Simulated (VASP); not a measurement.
Consider the following.

```
BeS
1.0
    0.00000     2.39594     2.39594
    2.39594     0.00000     2.39594
    2.39594     2.39594     0.00000
Be S
1 1
Direct
  0.00000   0.00000   0.00000
  0.75000   0.75000   0.75000
```

The numbers are results of PBE GGA, VASP's PBE PAW potentials (set 64) (plane waves; VASP 6.6.1), not measurements. Numerical set-up: 300 eV cut-off, 8×8×8 Γ-centred mesh, Gaussian smearing of 0.010 eV, potentials Be S.

At this cut-off the stress carries a Pulay error, which pulls relaxed volumes low.

### Question
Predict the energy per atom (σ→0), pressure, band gap (on the k-mesh) with the smallest direct gap where there is one.

### Answer

```
Property                                      Value
-----------------------------------  --------------
band gap (on the k-mesh)                    3.03 eV
smallest direct gap (on the k-mesh)         5.66 eV
energy per atom (σ→0)                -4.992 eV/atom
pressure                                   5.16 GPa
```

The absolute energy has meaning only against runs of the same code, potentials and settings.

The structure comes from a computed database's BeS entry; how it stands against other phases isn't given here. The cell was not relaxed at this level.
